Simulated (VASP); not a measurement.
Computed with PBE GGA with D4 dispersion, VASP's PBE PAW potentials (set 64) (plane waves; VASP).

VASP input:

INCAR:
```
IBRION = 2
NSW = 60   # most ionic steps
SYSTEM = HfO2
ENCUT = 520
IVDW = 13   # D4
LMAXMIX = 6   # l cut-off of mixed one-centre charges
SIGMA = 0.05
ALGO = Normal
NELM = 100   # most electronic steps
PREC = Accurate
GGA = PE   # PBE
ISIF = 3   # ions, shape and volume
LCHARG = .FALSE.
LREAL = .FALSE.
EDIFF = 1E-6   # SCF stop (eV)
ISMEAR = 0   # Gaussian
LWAVE = .FALSE.
LASPH = .TRUE.   # aspherical one-centre terms
EDIFFG = -0.02
```

File KPOINTS:
```
kpoints
0
gamma
  7 7 7
```

File POSCAR:
```
HfO2
1.0
  0.0000000000   2.5249444692   2.5249444692
  2.5249444692   0.0000000000   2.5249444692
  2.5249444692   2.5249444692   0.0000000000
Hf O
1 2
Direct
  0.0000000000   0.0000000000   0.0000000000
  0.2500000000   0.2500000000   0.2500000000
  0.7500000000   0.7500000000   0.7500000000
```

POTCAR, in this order: Hf_pv O (PBE.64 set). Program: vasp_std.

**Question.** What will the output report for the number of irreducible k-points (NKPTS), largest plane-wave count, number of space-group operations, FFT grid (NGX, NGY, NGZ)?

**Answer.** 
| Quantity | Result |
|---|---|
| number of irreducible k-points (NKPTS) | 20 |
| largest plane-wave count | 893 |
| number of space-group operations | 48 |
| FFT grid (NGX, NGY, NGZ) | 28 × 28 × 28 |

The compound is HfO2 in the fluorite structure, the high-temperature cubic form, which is unstable at 0 K; the monoclinic form is the stable one. It was relaxed first. The start is the result of an earlier pass.
